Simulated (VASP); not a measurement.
Lu3AlN4: relaxation of cell and atoms with PBE

Crystal: Lu3AlN4.

```
Lu Al N
1.0
     5.11669    0.00000    0.00000
     0.00000    5.11669    0.00000
     0.00000    0.00000    5.11669
Lu Al N
3 1 4
Direct
  0.00000 0.00000 0.50000
  0.00000 0.50000 0.00000
  0.50000 0.00000 0.00000
  0.50000 0.50000 0.50000
  0.00000 0.00000 0.00000
  0.50000 0.50000 0.00000
  0.50000 0.00000 0.50000
  0.00000 0.50000 0.50000
```

The cell was built by a generator and needn't be a form met in nature.

```
Program                : VASP 6.6.1
Task                   : relaxation of cell and atoms
Functional             : PBE
Potentials or basis    : VASP PAW PBE potentials, release 64 (Lu, Al, N)
Cutoff                 : 520 eV
k mesh                 : 3 × 3 × 3
Occupations            : gaussian, width 0.15 eV
Spin                   : no spin polarisation
Further INCAR settings : PREC = Normal; ALGO = Fast; EDIFF = 0.0001; IBRION = 2; EDIFFG = -0.08; NSW = 24; ISIF = 3
```

```yaml
Relaxed_volume: 12.73 Å³/atom
Relaxed_cell: a = 4.670 Å, b = 4.670 Å, c = 4.670 Å, α = 90.00°, β = 90.00°, γ = 90.00°
Space_group_after_relaxing_to_0.05_Å: Pm-3m (No. 221)
Energy_gained_by_relaxing: 424.9 meV/atom
Ionic_steps: 19
Pressure_after_relaxing: -0.7 GPa
Band_gap_on_the_k_mesh: none (metal or under the smearing width)
```

The path:
| step | energy change (eV) | largest force (eV/Å) | pressure (GPa) | volume (Å³) |
| --- | --- | --- | --- | --- |
| 1 | 0.0000 | 0.0000 | -29.61 | 133.96 |
| 2 | 5341.5797 | 0.0000 | 495.57 | 82.48 |
| 3 | 411.6712 | 0.0000 | -1289.74 | 128.72 |
| 4 | 3264.2790 | 0.0000 | 594.08 | 90.54 |
| 5 | 312.6699 | 0.0000 | -53.27 | 108.52 |
| 6 | 10.6283 | 0.0000 | -22.61 | 106.68 |
| 7 | 3.3032 | 0.0000 | -12.75 | 105.43 |
| 8 | -3.3045 | 0.0000 | 5.94 | 97.80 |
| 9 | -3.3806 | 0.0000 | 3.93 | 100.06 |
| 10 | -3.3952 | 0.0000 | -1.04 | 102.72 |
| 11 | -3.3993 | 0.0000 | -5.88 | 102.15 |
| 12 | -3.3939 | 0.0000 | 2.68 | 100.88 |
| 13 | -3.3997 | 0.0000 | 9.69 | 101.51 |
| 14 | -2.8612 | 0.0000 | -14.09 | 112.22 |
| 15 | -3.3016 | 0.0000 | -5.35 | 105.53 |
| 16 | -3.3569 | 0.0000 | -3.51 | 104.05 |
| 17 | -3.3951 | 0.0000 | -2.90 | 102.78 |
| 18 | -3.4005 | 0.0000 | -6.14 | 102.15 |
| 19 | -3.3993 | 0.0000 | -0.73 | 101.83 |

Final structure:
```xyz
8
Lattice="4.6697 0.0000 0.0000 0.0000 4.6697 0.0000 0.0000 0.0000 4.6697" Properties=species:S:1:pos:R:3 pbc="T T T"
Lu    0.0000    0.0000    2.3349
Lu    0.0000    2.3349    0.0000
Lu    2.3349    0.0000    4.6697
Al    2.3349    2.3349    2.3349
N     0.0000    0.0000    0.0000
N     2.3349    2.3349    0.0000
N     2.3349    0.0000    2.3349
N     0.0000    2.3349    2.3349
```

Levels at points of the mesh, in eV from the Fermi level:
```csv
k point,band 46,band 47,band 48,band 49,band 50,band 51,band 52,band 53
"(0.00, 0.00, 0.00)",-0.63,-0.17,-0.05,-0.05,-0.05,0.36,0.36,0.36
```

Wall time 4 min on 4 MPI ranks on Intel(R) Xeon(R) 6975P-C (Granite Rapids), on a shared host, peak memory 0.14 GiB a rank.

Caveat: the k mesh is coarse (spacing up to 0.41 Å⁻¹), so the values aren't converged; the volume moved by over 15 % at a fixed basis, so the end points are rough; the relaxation stopped at a loose force limit of 0.08 eV/Å, so its end isn't a converged minimum. The run has no spin-orbit coupling, so splittings on Lu are missing.
